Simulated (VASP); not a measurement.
Set up this calculation in VASP 6.6.1, as the native input.

| Item | Value |
| --- | --- |
| Task | single point |
| Functional | PBE |
| Potentials or basis | VASP PAW PBE potentials, release 64 (Bi_d, Cs_sv, Mn_pv) |
| Cutoff | 520 eV |
| k mesh | 6 × 6 × 3 |
| Occupations | fermi-dirac, width 0.05 eV |
| Spin | collinear spin, ferromagnetic start |
| Starting moments | [0.0, 0.0, 0.0, 0.0, 4.0, 4.0] μB |
| Further INCAR settings | ALGO = Normal; EDIFF = 1e-07; NBANDS = 50 |

The structure of CsMnBi lies in POSCAR:

```
CsMnBi
1.0
    4.9617260000      0.0000000000      0.0000000000
    0.0000000000      4.9617260000      0.0000000000
    0.0000000000      0.0000000000      9.1717400000
Bi Cs Mn
2 2 2
Direct
    0.5000000000      0.0000000000      0.1730140000
    0.0000000000      0.5000000000      0.8269860000
    0.5000000000      0.0000000000      0.6472910000
    0.0000000000      0.5000000000      0.3527090000
    0.5000000000      0.5000000000      0.0000000000
    0.0000000000      0.0000000000      0.0000000000
```

The cell comes from a database or a generator and needn't be the stable form of this composition.

The input as run:

INCAR

```
  ALGO = Normal
  EDIFF = 1E-7
  ENCUT = 520
  GGA = PE
  ISIF = 2
  ISMEAR = -1
  ISPIN = 2
  LASPH = T
  LCHARG = T
  LELF = T
  LMAXMIX = 4
  LORBIT = 11
  LREAL = F
  LVHAR = T
  LWAVE = F
  MAGMOM = 0 0 0 0 4 4
  NBANDS = 50
  NELM = 120
  PREC = Accurate
  SIGMA = 0.05
```

KPOINTS

```
k-points
0
Gamma
  6 6 3
```

Potentials or basis: VASP PAW PBE potentials, release 64 (Bi_d, Cs_sv, Mn_pv).

Run with:

```sh
$ cat potpaw_PBE.64/Bi_d/POTCAR potpaw_PBE.64/Cs_sv/POTCAR potpaw_PBE.64/Mn_pv/POTCAR > POTCAR
$ mpirun -np 1 vasp_std > vasp.out
```

It gave:

```
Pressure                                              : -0.3 GPa
Largest force                                         : 0.136 eV/Å
Band gap on the k mesh                                : none (metal or under the smearing width)
Net moment                                            : 9.52 μB per cell
Site moments                                          : Bi -0.01; Cs +0.02; Mn +4.19 μB
Valence electrons inside the program's atomic spheres : Bi 12.95; Cs 6.57; Mn 11.31
```

Caveat: spin-orbit coupling is left out, which moves the levels of the heavy elements.

Wall time 8.4 min on 1 thread of Intel(R) Xeon(R) Platinum 8375C CPU @ 2.90GHz (Ice Lake) (shared host), peak memory 0.62 GiB.
